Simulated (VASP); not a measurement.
# Zn6C (Im-3m) in VASP: further runs

The runs below take Zn6C through band structure, single point, with PBE.

All numbers are computed with VASP 6.6.1; they aren't measurements. Logs are shortened: lines on timing, memory, paths and dates and some standing lists are left out, and cuts for length are marked.

### 1 The crystal as given

It takes space group Im-3m (No. 229, cubic). The conventional cell has a = 6.315 Å, b = 6.315 Å, c = 6.315 Å, α = 90.00°, β = 90.00°, γ = 90.00°. Around Zn (site symmetry 4mm) lie 1 C at 2.02 Å and 1 Zn at 2.27 Å. Around C (site symmetry m-3m) lie 6 Zn at 2.02 Å.

The cell was built by a generator and needn't be a form met in nature.

### 2 Band structure, PBE

Input file POSCAR:

```
Zn6C
1.0
   -3.1573100000      3.1573100000      3.1573100000
    3.1573100000     -3.1573100000      3.1573100000
    3.1573100000      3.1573100000     -3.1573100000
Zn C
6 1
Direct
    0.0000000000      0.3204500000      0.3204500000
    0.0000000000      0.6795500000      0.6795500000
    0.3204500000      0.0000000000      0.3204500000
    0.6795500000      0.0000000000      0.6795500000
    0.3204500000      0.3204500000      0.0000000000
    0.6795500000      0.6795500000      0.0000000000
    0.0000000000      0.0000000000      0.0000000000
```

Input file INCAR.step1:

```
SYSTEM = Zn6C
PREC     = Accurate       ! precision mode
ENCUT    = 900            ! plane-wave cutoff, eV
EDIFF    = 1E-7           ! SCF threshold, eV
ISMEAR   = -1             ! smearing method
SIGMA    = 0.05           ! smearing width, eV
LREAL    = .False.        ! projectors in reciprocal space
LASPH    = .True.         ! aspherical terms in the spheres
NELM     = 80             ! most SCF steps
ALGO     = Fast           ! electronic algorithm
ISIF     = 2              ! what is computed and relaxed
LWAVE    = .False.        ! write WAVECAR
LCHARG   = .True.         ! write CHGCAR
GGA      = PE             ! functional
```

Input file KPOINTS.step1:

```
regular mesh
0
Gamma
  5 5 5
  0 0 0
```

Input file INCAR.step2:

```
SYSTEM = Zn6C
PREC     = Accurate       ! precision mode
ENCUT    = 900            ! plane-wave cutoff, eV
EDIFF    = 1E-7           ! SCF threshold, eV
ISMEAR   = 0              ! smearing method
SIGMA    = 0.05           ! smearing width, eV
LREAL    = .False.        ! projectors in reciprocal space
LASPH    = .True.         ! aspherical terms in the spheres
NELM     = 80             ! most SCF steps
ALGO     = Fast           ! electronic algorithm
ISIF     = 2              ! what is computed and relaxed
LWAVE    = .False.        ! write WAVECAR
LCHARG   = .False.        ! write CHGCAR
GGA      = PE             ! functional
ICHARG   = 11             ! starting density
```

Input file KPOINTS.step2:

```
path GHNGPH,PN
10
line-mode
reciprocal
 0.0000000000  0.0000000000  0.0000000000  G
 0.5000000000 -0.5000000000  0.5000000000  H

 0.5000000000 -0.5000000000  0.5000000000  H
 0.0000000000  0.0000000000  0.5000000000  N

 0.0000000000  0.0000000000  0.5000000000  N
 0.0000000000  0.0000000000  0.0000000000  G

 0.0000000000  0.0000000000  0.0000000000  G
 0.2500000000  0.2500000000  0.2500000000  P

 0.2500000000  0.2500000000  0.2500000000  P
 0.5000000000 -0.5000000000  0.5000000000  H

 0.2500000000  0.2500000000  0.2500000000  P
 0.0000000000  0.0000000000  0.5000000000  N
```

Potentials or basis: VASP PAW PBE potentials, release 64 (Zn, C_s).

The run is started by

```console
$ cat potpaw_PBE.64/Zn/POTCAR potpaw_PBE.64/C_s/POTCAR > POTCAR
$ cp INCAR.step1 INCAR
$ cp KPOINTS.step1 KPOINTS
$ mpirun -np 1 vasp_std > vasp.out
$ cp INCAR.step2 INCAR
$ cp KPOINTS.step2 KPOINTS
$ mpirun -np 1 vasp_std > vasp.out
```

OUTCAR:

```text
SYSTEM = Zn6C
   PREC = Accurate
   ENCUT = 900
   EDIFF = 1E-7
   ISMEAR = 0
   LREAL = .False.
   LASPH = .True.
   NELM = 80
   ISIF = 2
   GGA = PE
   ICHARG = 11

 ion  position               nearest neighbor table
   1  0.000  0.320  0.320-   7 2.02   2 2.27   6 2.86   3 2.86   4 2.86   5 2.86
   2  0.000  0.680  0.680-   7 2.02   1 2.27   5 2.86   4 2.86   6 2.86   3 2.86
   3  0.320  0.000  0.320-   7 2.02   4 2.27   6 2.86   1 2.86   2 2.86   5 2.86
   4  0.680  0.000  0.680-   7 2.02   3 2.27   5 2.86   1 2.86   6 2.86   2 2.86
   5  0.320  0.320  0.000-   7 2.02   6 2.27   2 2.86   4 2.86   1 2.86   3 2.86
   6  0.680  0.680  0.000-   7 2.02   5 2.27   3 2.86   1 2.86   2 2.86   4 2.86
   7  0.000  0.000  0.000-   1 2.02   2 2.02   3 2.02   4 2.02   5 2.02   6 2.02

  LATTYP: Found a body centered cubic cell.
 ALAT       =     6.3146200000

  Lattice vectors:

 A1 = (  -3.1573100000,   3.1573100000,   3.1573100000)
 A2 = (   3.1573100000,  -3.1573100000,   3.1573100000)
 A3 = (   3.1573100000,   3.1573100000,  -3.1573100000)

Analysis of symmetry for initial positions (statically):
=====================================================================
 Subroutine PRICEL returns:
 Original cell was already a primitive cell.

 Routine SETGRP: Setting up the symmetry group for a
 body centered cubic supercell.

 Subroutine GETGRP returns: Found 48 space group operations
 (whereof 48 operations were pure point group operations)
 out of a pool of 48 trial point group operations.

The static configuration has the point symmetry O_h .

Analysis of symmetry for dynamics (positions and initial velocities):
=====================================================================
 Subroutine PRICEL returns:
 Original cell was already a primitive cell.

 Routine SETGRP: Setting up the symmetry group for a
 body centered cubic supercell.

 Subroutine GETGRP returns: Found 48 space group operations
 (whereof 48 operations were pure point group operations)
 out of a pool of 48 trial point group operations.

The dynamic configuration has the point symmetry O_h .

 Subroutine INISYM returns: Found 48 space group operations
 (whereof 48 operations are pure point group operations),
 and found     1 'primitive' translations

----------------------------------------------------------------------------------------

                                     Primitive cell

  volume of cell :     125.8959

  direct lattice vectors                    reciprocal lattice vectors
    -3.157310000  3.157310000  3.157310000     0.000000000  0.158362657  0.158362657
     3.157310000 -3.157310000  3.157310000     0.158362657  0.000000000  0.158362657
     3.157310000  3.157310000 -3.157310000     0.158362657  0.158362657  0.000000000

  length of vectors
     5.468621335  5.468621335  5.468621335     0.223958617  0.223958617  0.223958617

  position of ions in fractional coordinates (direct lattice)
     0.000000000  0.320450000  0.320450000
     0.000000000  0.679550000  0.679550000
     0.320450000  0.000000000  0.320450000
     0.679550000  0.000000000  0.679550000
     0.320450000  0.320450000  0.000000000
     0.679550000  0.679550000  0.000000000
     0.000000000  0.000000000  0.000000000

  ion indices of the primitive-cell ions
   primitive index   ion index
                 1           1
                 2           2
                 3           3
                 4           4
                 5           5
                 6           6
                 7           7

----------------------------------------------------------------------------------------

 KPOINTS: path GHNGPH,PN

Interpolating k-points between supplied coordinates.

 Line segments in fractional coordinates (reciprocal lattice):
    0.000000  0.000000  0.000000  ...  0.500000 -0.500000  0.500000
    0.500000 -0.500000  0.500000  ...  0.000000  0.000000  0.500000
    0.000000  0.000000  0.500000  ...  0.000000  0.000000  0.000000
    0.000000  0.000000  0.000000  ...  0.250000  0.250000  0.250000
    0.250000  0.250000  0.250000  ...  0.500000 -0.500000  0.500000
    0.250000  0.250000  0.250000  ...  0.000000  0.000000  0.500000

 Generated    10 points on each line segment, for a total of     60 k-points:

 Following reciprocal coordinates:
            Coordinates               Weight
  0.000000  0.000000  0.000000      0.016667
  0.055556 -0.055556  0.055556      0.016667
  0.111111 -0.111111  0.111111      0.016667
  0.166667 -0.166667  0.166667      0.016667
  0.222222 -0.222222  0.222222      0.016667
  0.277778 -0.277778  0.277778      0.016667
[... 16 lines left out ...]
  0.000000  0.000000  0.388889      0.016667
  0.000000  0.000000  0.333333      0.016667
 [... further k-points ...]
   k-points           NKPTS =     60   k-points in BZ     NKDIM =     60   number of bands    NBANDS=     45
   number of dos      NEDOS =    301   number of ions     NIONS =      7
   total plane-waves  NPLWV = 157464
   dimension x,y,z NGX =    54 NGY =   54 NGZ =   54
   dimension x,y,z NGXF=   108 NGYF=  108 NGZF=  108
   ions per type =               6   1
   NGX,Y,Z   is equivalent  to a cutoff of  16.42, 16.42, 16.42 a.u.
   NGXF,Y,Z  is equivalent  to a cutoff of  32.83, 32.83, 32.83 a.u.
 SYSTEM =  Zn6C
   PREC   = accura    normal or accurate (medium, high low for compatibility)
   ISTART =      0    job   : 0-new  1-cont  2-samecut
   ICHARG =     11    charge: 1-file 2-atom 10-const
   ISPIN  =      1    spin polarized calculation?
   LNONCOLLINEAR =      F non collinear calculations
   LSORBIT =      F    spin-orbit coupling
   LASPH  =      T    aspherical Exc in radial PAW
   ENCUT  =  900.0 eV  66.15 Ry    8.13 a.u.  13.38 13.38 13.38*2*pi/ulx,y,z
   NELM   =     80;   NELMIN=  2; NELMDL=  0     # of ELM steps
   EDIFF  = 0.1E-06   stopping-criterion for ELM
   LREAL  =      F    real-space projection
   EDIFFG = 0.1E-05   stopping-criterion for IOM
   NSW    =      0    number of steps for IOM
   IBRION =     -1    ionic relax: 0-MD 1-quasi-New 2-CG
   NFREE  =      0    steps in history (QN), initial steepest desc. (CG)
   ISIF   =      2    stress and relaxation
   ISYM   =      2    0-nonsym 1-usesym 2-fastsym
   POTIM  = 0.5000    time-step for ionic-motion
   TEBEG  =    0.0;   TEEND  =   0.0 temperature during run
   PSTRESS=    0.0 pullay stress
   NELECT =      76.0000    total number of electrons
   NUPDOWN=      -1.0000    fix difference up-down
   EMIN   =  10.00;   EMAX   =-10.00  energy-range for DOS
   EFERMI =   0.00;   METHOD = LEGACY
   ISMEAR =     0;   SIGMA  =   0.05  broadening in eV -4-tet -1-fermi 0-gaus
   EFERMI_NEDOS =   21; number of points for ismear=-14 and -15
   IALGO  =     68    algorithm
   IMIX   =      4    mixing-type and parameters
     AMIX     =   0.40;   BMIX     =  1.00
     AMIX_MAG =   1.60;   BMIX_MAG =  1.00
  volume/ion in A,a.u.               =      17.99       121.37
  Fermi-wavevector in a.u.,A,eV,Ry     =   1.383594  2.614614 26.046089  1.914334
  Thomas-Fermi vector in A             =   2.508178
   LORBIT       =      0    0 simple, 1 ext, 2 COOP (PROOUT), +10 PAW based schemes
   GGA     = PE    functional components
   LHFCALC =     F    Hartree Fock is set to
   AEXX    =    0.0000 exact exchange contribution
   IVDW    =     0    specifies the selected vdW correction
   LEPSILON=     F    determine dielectric tensor
   LRPA    =     F    only Hartree local field effects (RPA)
 non-spin polarized calculation
 RMM-DIIS sequential band-by-band and
 Gauss-broadening in eV      SIGMA  =   0.05
  energy-cutoff  :      900.00
  volume of cell :      125.90
 maximum number of plane-waves:      7803
 NGX is ok and might be reduce to    54

 number of electron      76.0000002 magnetization

 Free energy of the ion-electron system (eV)
  ---------------------------------------------------
  ext. energy  EPLUGINS =         0.00000000
  ---------------------------------------------------
  free energy    TOTEN  =       -11.78444273 eV

  energy without entropy =      -11.78262012  energy(sigma->0) =      -11.78353143

 E-fermi :   2.5317     XC(G=0): -10.1604

 val. band max:        2.4533698096   @ k =   0.3889  -0.3889   0.5000
 cond. band min:       2.5433766195   @ k =   0.1389   0.1389   0.3611
 fundamental gap:      0.0900068099
 Fermi energy:         2.5316726728

 k-point     1 :       0.0000    0.0000    0.0000
  band No.  band energies     occupation
      1     -11.4287      2.00000
      2      -6.4529      2.00000
      3      -6.4529      2.00000
      4      -6.4529      2.00000
      5      -6.0700      2.00000
      6      -6.0700      2.00000
[... 37 lines left out ...]
     44       6.7234      0.00000
     45       6.7245      0.00000

 k-point     2 :       0.0556   -0.0556    0.0556
  band No.  band energies     occupation
      1     -11.4181      2.00000
      2      -6.5371      2.00000
      3      -6.4441      2.00000
      4      -6.4441      2.00000
      5      -6.0701      2.00000
      6      -6.0240      2.00000
[... 37 lines left out ...]
     44       6.0051      0.00000
     45       6.7391      0.00000

 k-point     3 :       0.1111   -0.1111    0.1111
  band No.  band energies     occupation
      1     -11.3892      2.00000
      2      -6.7038      2.00000
      3      -6.4207      2.00000
      4      -6.4207      2.00000
      5      -6.0703      2.00000
      6      -5.9544      2.00000
[... 37 lines left out ...]
     44       4.9161      0.00000
     45       6.7832      0.00000

 k-point     4 :       0.1667   -0.1667    0.1667
  band No.  band energies     occupation
      1     -11.3506      2.00000
      2      -6.8616      2.00000
      3      -6.3922      2.00000
      4      -6.3922      2.00000
      5      -6.0707      2.00000
      6      -5.9124      2.00000
[... 901 lines left out ...]
     44       5.4528      0.00000
     45       6.4050      0.00000

 k-point    23 :       0.0000    0.0000    0.3889
  band No.  band energies     occupation
      1     -11.2602      2.00000
      2      -6.9108      2.00000
      3      -6.8722      2.00000
      4      -6.2750      2.00000
      5      -6.0426      2.00000
      6      -5.9506      2.00000
[... 37 lines left out ...]
     44       5.8253      0.00000
     45       6.5780      0.00000

 k-point    24 :       0.0000    0.0000    0.3333
  band No.  band energies     occupation
      1     -11.2871      2.00000
      2      -6.8422      2.00000
      3      -6.8280      2.00000
      4      -6.3117      2.00000
      5      -6.0186      2.00000
      6      -5.9363      2.00000
[... 37 lines left out ...]
     44       6.2615      0.00000
     45       6.3976      0.00000

 [... further k-points ...]

------------------------ aborting loop because EDIFF is reached ----------------------------------------

  FORCE on cell =-STRESS in cart. coord.  units (eV):
  Direction    XX          YY          ZZ          XY          YZ          ZX
  --------------------------------------------------------------------------------------
  -------------------------------------------------------------------------------------
  Total        6.0797212      6.0797212      6.0797212      0.0000000     -0.0000000      0.0000000
  in kB       77.3717780     77.3717780     77.3717780      0.0000000     -0.0000000      0.0000000
  external PRESSURE =      77.3717780 kB  Pullay stress =       0.0000000 kB

 VOLUME and BASIS-vectors are now :
 -----------------------------------------------------------------------------
  energy-cutoff  :      900.00
  volume of cell :      125.90
      direct lattice vectors                 reciprocal lattice vectors
    -3.157310000  3.157310000  3.157310000     0.000000000  0.158362657  0.158362657
     3.157310000 -3.157310000  3.157310000     0.158362657  0.000000000  0.158362657
     3.157310000  3.157310000 -3.157310000     0.158362657  0.158362657  0.000000000

 POSITION                                       TOTAL-FORCE (eV/Angst)
 -----------------------------------------------------------------------------------
      2.02352      0.00000      0.00000        -0.007364      0.000000      0.000000
      4.29110      0.00000      0.00000         0.007364      0.000000      0.000000
      0.00000      2.02352      0.00000        -0.000000     -0.007364      0.000000
      0.00000      4.29110      0.00000        -0.000000      0.007364      0.000000
      0.00000      0.00000      2.02352        -0.000000      0.000000     -0.007364
      0.00000      0.00000      4.29110        -0.000000      0.000000      0.007364
      0.00000      0.00000      0.00000        -0.000000      0.000000      0.000000
 -----------------------------------------------------------------------------------
    total drift:                                0.000000     -0.000000      0.000000

  FREE ENERGIE OF THE ION-ELECTRON SYSTEM (eV)
  ---------------------------------------------------
  free  energy   TOTEN  =       -11.7844427340 eV

  energy  without entropy=      -11.7826201179  energy(sigma->0) =      -11.78353143
```

It took 9.7 min on 1 thread of Intel Xeon 6975P-C (Granite Rapids), shared host; peak memory 0.75 GiB.

Results:

* Band gap along the path: none (metal or under the smearing width)

Levels at the corners of the path, in eV from the Fermi level:
```
point  band 35  band 36  band 37  band 38  band 39  band 40
    Γ    -4.51    -2.03    -2.03     0.50     0.50     0.50
    H    -4.64    -4.64    -1.62     0.56     0.56     0.56
    H    -4.64    -4.64    -1.62     0.56     0.56     0.56
    N    -4.46    -2.41    -1.83    -1.56     0.48     1.76
    N    -4.46    -2.41    -1.83    -1.56     0.48     1.76
    Γ    -4.51    -2.03    -2.03     0.50     0.50     0.50
    Γ    -4.51    -2.03    -2.03     0.50     0.50     0.50
    P    -2.53    -2.53    -2.53    -0.03     1.71     1.71
    P    -2.53    -2.53    -2.53    -0.03     1.71     1.71
    H    -4.64    -4.64    -1.62     0.56     0.56     0.56
    P    -2.53    -2.53    -2.53    -0.03     1.71     1.71
    N    -4.46    -2.41    -1.83    -1.56     0.48     1.76
```

Caveat: the log is that of the step along the path at fixed density, whose energy, stress, charges and moments have no meaning.

### 3 Single point, PBE, 17.98 Å³/atom (strain = -0.04)

Input file INCAR:

```
PREC = Accurate
ENCUT = 520
EDIFF = 1E-7
ISMEAR = -1
SIGMA = 0.05
LREAL = False
LASPH = True
NELM = 100
ALGO = Normal
ISIF = 2
LWAVE = False
LCHARG = False
GGA = PE
NBANDS = 47
```

Input file KPOINTS:

```
regular mesh
0
Gamma
  5 5 5
```

POSCAR: that of step 2 with these lines changed.

```diff
@@ -2,5 +2,5 @@
 1.0
-   -3.1573100000      3.1573100000      3.1573100000
-    3.1573100000     -3.1573100000      3.1573100000
-    3.1573100000      3.1573100000     -3.1573100000
+   -3.2204562000      3.2204562000      3.1573100000
+    3.2204562000     -3.2204562000      3.1573100000
+    3.0941638000      3.0941638000     -3.1573100000
 Zn C
```

Potentials or basis: VASP PAW PBE potentials, release 64 (Zn, C).

The run is started by

```console
$ cat potpaw_PBE.64/Zn/POTCAR potpaw_PBE.64/C/POTCAR > POTCAR
$ mpirun -np 1 vasp_std > vasp.out
```

Wall time 3.2 min (1 thread of Intel Xeon Platinum 8375C at 2.90GHz (Ice Lake), shared host); peak memory 0.31 GiB.

Results (log left out):

* Free energy: -12.2187 eV
* Pressure: 0.6 GPa
* Largest force: 0.146 eV/Å
* Band gap on the k mesh: none (metal or under the smearing width)

### 4 Single point, PBE, 17.98 Å³/atom (strain = -0.02)

INCAR is that of step 3.

KPOINTS is that of step 3.

POSCAR: that of step 3 with these lines changed.

```diff
@@ -2,5 +2,5 @@
 1.0
-   -3.2204562000      3.2204562000      3.1573100000
-    3.2204562000     -3.2204562000      3.1573100000
-    3.0941638000      3.0941638000     -3.1573100000
+   -3.1888831000      3.1888831000      3.1573100000
+    3.1888831000     -3.1888831000      3.1573100000
+    3.1257369000      3.1257369000     -3.1573100000
 Zn C
```

The run is started by

```console
$ cat potpaw_PBE.64/Zn/POTCAR potpaw_PBE.64/C/POTCAR > POTCAR
$ mpirun -np 1 vasp_std > vasp.out
```

It took 3 min on 1 thread of Intel Xeon Platinum 8375C at 2.90GHz (Ice Lake), shared host; peak memory 0.31 GiB.

It converged, with:

* Free energy: -12.2209 eV
* Pressure: 0.5 GPa
* Largest force: 0.079 eV/Å
* Band gap on the k mesh: none (metal or under the smearing width)
